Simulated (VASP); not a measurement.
Output of a VASP run:

File OUTCAR:
```
 ion  position               nearest neighbor table
   1  0.000  0.000  0.000-   2 2.80   2 2.80   2 2.80   2 2.80   2 3.23   2 3.23   2 3.23   2 3.23
  LATTYP: Found a base centered orthorhombic cell.
 ALAT       =     3.2300000000
 B/A-ratio  =     1.4142135624
 C/A-ratio  =     1.4142135624
 Subroutine PRICEL returns:
 Original cell was already a primitive cell.
 Subroutine GETGRP returns: Found  8 space group operations
The static configuration has the point symmetry D_2h.
The dynamic configuration has the point symmetry D_2h.
 Subroutine INISYM returns: Found  8 space group operations
 Subroutine IBZKPT returns following result:
 Found    228 irreducible k-points:

 Following reciprocal coordinates:
            Coordinates               Weight
  0.000000  0.000000  0.000000      1.000000
  0.142857  0.000000  0.000000      2.000000
  0.285714  0.000000  0.000000      2.000000
  0.428571  0.000000  0.000000      2.000000
  0.000000  0.071429  0.000000      8.000000
  0.142857  0.071429  0.000000      8.000000
  0.285714  0.071429  0.000000      8.000000
  0.428571  0.071429  0.000000      4.000000
  0.000000  0.142857  0.000000      8.000000
  0.142857  0.142857  0.000000      8.000000
  0.285714  0.142857  0.000000      8.000000
 -0.142857  0.142857  0.000000      4.000000
  0.000000  0.214286  0.000000      8.000000
  0.142857  0.214286  0.000000      8.000000
  0.285714  0.214286  0.000000      4.000000
 -0.285714  0.214286  0.000000      8.000000
  0.000000  0.285714  0.000000      8.000000
  0.142857  0.285714  0.000000      8.000000
 -0.428571  0.285714  0.000000      8.000000
 -0.285714  0.285714  0.000000      4.000000
  0.000000  0.357143  0.000000      8.000000
  0.142857  0.357143  0.000000      4.000000
  0.428571  0.357143  0.000000      8.000000
 -0.428571  0.357143  0.000000      8.000000
  0.000000  0.428571  0.000000      8.000000
  0.285714  0.428571  0.000000      8.000000
  0.428571  0.428571  0.000000      8.000000
 -0.428571  0.428571  0.000000      4.000000
  0.000000  0.500000  0.000000      2.000000
  0.142857  0.500000  0.000000      4.000000
  0.285714  0.500000  0.000000      4.000000
  0.428571  0.500000 -0.000000      4.000000
  0.000000  0.071429  0.071429      4.000000
  0.142857  0.071429  0.071429      4.000000
  0.285714  0.071429  0.071429      4.000000
 -0.142857  0.071429  0.071429      2.000000
 -0.000000  0.142857  0.071429      8.000000
  0.142857  0.142857  0.071429      8.000000
  0.285714  0.142857  0.071429      4.000000
 -0.285714  0.142857  0.071429      8.000000
   k-points           NKPTS =    228   k-points in BZ     NKDIM =    228   number of bands    NBANDS=     16
   number of dos      NEDOS =    301   number of ions     NIONS =      2
   total plane-waves  NPLWV =  11664
   dimension x,y,z NGX =    36 NGY =   18 NGZ =   18
   dimension x,y,z NGXF=    72 NGYF=   36 NGZF=   36
   ions per type =               1   1
   PREC   = accura    normal or accurate (medium, high low for compatibility)
   ISTART =      0    job   : 0-new  1-cont  2-samecut
   ICHARG =      2    charge: 1-file 2-atom 10-const
   ISPIN  =      1    spin polarized calculation?
   LNONCOLLINEAR =      F non collinear calculations
   LSORBIT =      F    spin-orbit coupling
   INIWAV =      1    electr: 0-lowe 1-rand  2-diag
   ENCUT  =  400.0 eV  29.40 Ry    5.42 a.u.   9.12  4.56  4.56*2*pi/ulx,y,z
   NELM   =    100;   NELMIN=  2; NELMDL= -5     # of ELM steps
   EDIFF  = 0.1E-05   stopping-criterion for ELM
   LREAL  =      F    real-space projection
   NLSPLINE    = F    spline interpolate recip. space projectors
   LMAXMIX     =    6 max onsite mixed and CHGCAR
   VOSKOWN=      0    Vosko Wilk Nusair interpolation
   EDIFFG = -.1E-01   stopping-criterion for IOM
   NSW    =     60    number of steps for IOM
   NBLOCK =      1;   KBLOCK =     60    inner block; outer block
...
```

**OSZICAR**
```
...
DAV:   5    -0.264816616026E+02    0.33251E-05   -0.13130E-05  8304   0.301E-02    0.318E-02
DAV:   6    -0.264816607016E+02    0.90093E-06   -0.21269E-06  6528   0.142E-02
   6 F= -.26481661E+02 E0= -.26481547E+02  d E =-.995690E-03
       N       E                     dE             d eps       ncg     rms          rms(c)
DAV:   1    -0.264851312817E+02   -0.34697E-02   -0.12470E-01  7296   0.350E+00    0.299E-01
DAV:   2    -0.264826651697E+02    0.24661E-02   -0.41522E-03  8920   0.582E-01    0.144E-01
DAV:   3    -0.264819865681E+02    0.67860E-03   -0.28182E-03  9896   0.361E-01    0.483E-02
DAV:   4    -0.264819512161E+02    0.35352E-04   -0.37606E-04 10064   0.117E-01    0.309E-02
DAV:   5    -0.264819498703E+02    0.13458E-05   -0.63777E-06  8016   0.212E-02    0.216E-02
DAV:   6    -0.264819494923E+02    0.37803E-06   -0.90425E-07  4336   0.958E-03
   7 F= -.26481949E+02 E0= -.26481842E+02  d E =-.128448E-02
       N       E                     dE             d eps       ncg     rms          rms(c)
DAV:   1    -0.264824175240E+02   -0.46765E-03   -0.17352E-02  7296   0.131E+00    0.112E-01
DAV:   2    -0.264820728601E+02    0.34466E-03   -0.57808E-04  8912   0.218E-01    0.536E-02
DAV:   3    -0.264819785566E+02    0.94304E-04   -0.39072E-04  9920   0.134E-01    0.181E-02
DAV:   4    -0.264819736168E+02    0.49398E-05   -0.52549E-05 10048   0.438E-02    0.116E-02
DAV:   5    -0.264819734301E+02    0.18673E-06   -0.83369E-07  4880   0.790E-03
   8 F= -.26481973E+02 E0= -.26481879E+02  d E =-.130842E-02
       N       E                     dE             d eps       ncg     rms          rms(c)
DAV:   1    -0.264836581240E+02   -0.16845E-02   -0.53079E-02  7480   0.300E+00    0.482E-01
DAV:   2    -0.264822864793E+02    0.13716E-02   -0.68862E-03  8800   0.690E-01    0.132E-01
DAV:   3    -0.264820001212E+02    0.28636E-03   -0.31388E-03 10000   0.298E-01    0.622E-02
DAV:   4    -0.264818825988E+02    0.11752E-03   -0.78612E-04 10144   0.186E-01    0.585E-02
DAV:   5    -0.264818799523E+02    0.26465E-05   -0.27644E-05  8752   0.478E-02    0.806E-03
DAV:   6    -0.264818791961E+02    0.75626E-06   -0.32399E-06  7000   0.187E-02
   9 F= -.26481879E+02 E0= -.26481810E+02  d E =0.942340E-04
       N       E                     dE             d eps       ncg     rms          rms(c)
DAV:   1    -0.264828737413E+02   -0.99379E-03   -0.26317E-02  7480   0.211E+00    0.341E-01
DAV:   2    -0.264821897163E+02    0.68403E-03   -0.33639E-03  8760   0.486E-01    0.932E-02
DAV:   3    -0.264820493449E+02    0.14037E-03   -0.15175E-03  9992   0.209E-01    0.435E-02
DAV:   4    -0.264819926374E+02    0.56708E-04   -0.38577E-04 10120   0.130E-01    0.416E-02
DAV:   5    -0.264819938416E+02   -0.12042E-05   -0.13984E-05  8784   0.341E-02    0.550E-03
DAV:   6    -0.264819939899E+02   -0.14830E-06   -0.15144E-06  4616   0.131E-02
  10 F= -.26481994E+02 E0= -.26481906E+02  d E =-.205598E-04
       N       E                     dE             d eps       ncg     rms          rms(c)
DAV:   1    -0.264820830058E+02   -0.89164E-04   -0.40322E-03  7536   0.664E-01    0.500E-02
DAV:   2    -0.264820281459E+02    0.54860E-04   -0.89576E-05  9184   0.934E-02    0.253E-02
DAV:   3    -0.264820092001E+02    0.18946E-04   -0.55217E-05  9608   0.571E-02    0.682E-03
DAV:   4    -0.264820093124E+02   -0.11238E-06   -0.20235E-06  6088   0.148E-02
  11 F= -.26482009E+02 E0= -.26481942E+02  d E =-.153225E-04
```

OUTCAR:
```
------------------------ aborting loop because EDIFF is reached ----------------------------------------
  FORCE on cell =-STRESS in cart. coord.  units (eV):
  Direction    XX          YY          ZZ          XY          YZ          ZX
  --------------------------------------------------------------------------------------
  Total       -0.0171467      0.0039745      0.0039745      0.0000000      0.0034366      0.0000000
  in kB       -0.8322540      0.1929129      0.1929129      0.0000000      0.1668045      0.0000000
  external PRESSURE =      -0.1488094 kB  Pullay stress =       0.0000000 kB
  volume of cell :       33.01
      direct lattice vectors                 reciprocal lattice vectors
    -3.196057964  3.187224603  3.187224603     0.000000000  0.156876299  0.156876299
     1.598028982 -1.620232552  1.620232552     0.312885439  0.002577461  0.311175137
     1.598028982  1.620232552 -1.620232552     0.312885439  0.311175137  0.002577461
 POSITION                                       TOTAL-FORCE (eV/Angst)
 -----------------------------------------------------------------------------------
     -0.00000      0.00000      0.00000         0.000000      0.000000      0.000000
     -1.59803      1.59361      1.59361        -0.000000      0.000000     -0.000000
 -----------------------------------------------------------------------------------
    total drift:                               -0.000000     -0.000000      0.000000
  FREE ENERGIE OF THE ION-ELECTRON SYSTEM (eV)
  ---------------------------------------------------
  free  energy   TOTEN  =       -26.4820093124 eV

  energy  without entropy=      -26.4818077569  energy(sigma->0) =      -26.48194213

 reached required accuracy - stopping structural energy minimisation
```
(Selected blocks of OUTCAR.)

File POSCAR:
```
TaW
1
   -3.2300000000     3.2300000000     3.2300000000
    1.6150000000    -1.6150000000     1.6150000000
    1.6150000000     1.6150000000    -1.6150000000
W Ta
1 1
Direct
  0.0000000000   0.0000000000   0.0000000000
  0.5000000000   0.0000000000   0.0000000000
```

Write an INCAR and KPOINTS that could have produced this output.

One answer among several that fit: the input of the run itself, PBEsol GGA, plane waves, VASP's PBE PAW potentials (set 64).

INCAR:
```
SYSTEM = TaW
PREC = Accurate; ENCUT = 400; LREAL = .FALSE.
LASPH = .TRUE.
EDIFF = 1E-6; NELM = 100; ALGO = Normal
LMAXMIX = 6
ISMEAR = 1; SIGMA = 0.1
GGA = PS
IBRION = 2; NSW = 60; ISIF = 3
EDIFFG = -0.01
LWAVE = .FALSE.; LCHARG = .FALSE.
```

**KPOINTS**
```
Regular mesh
0
Gamma
  7 14 14
0 0 0
```

POTCAR, in this order: W_sv Ta_pv (PBE.64 set). Program: vasp_std.

Energy and stress use the plane-wave basis of the starting cell.

The structure was generated: TaW was put into an ordered model structure (Cmmm), which need not be its known phase. This run relaxes it. Symmetry was kept, so distortions that lower it aren't found. The electron count is odd and the run is not spin-polarised, which forces a metal.
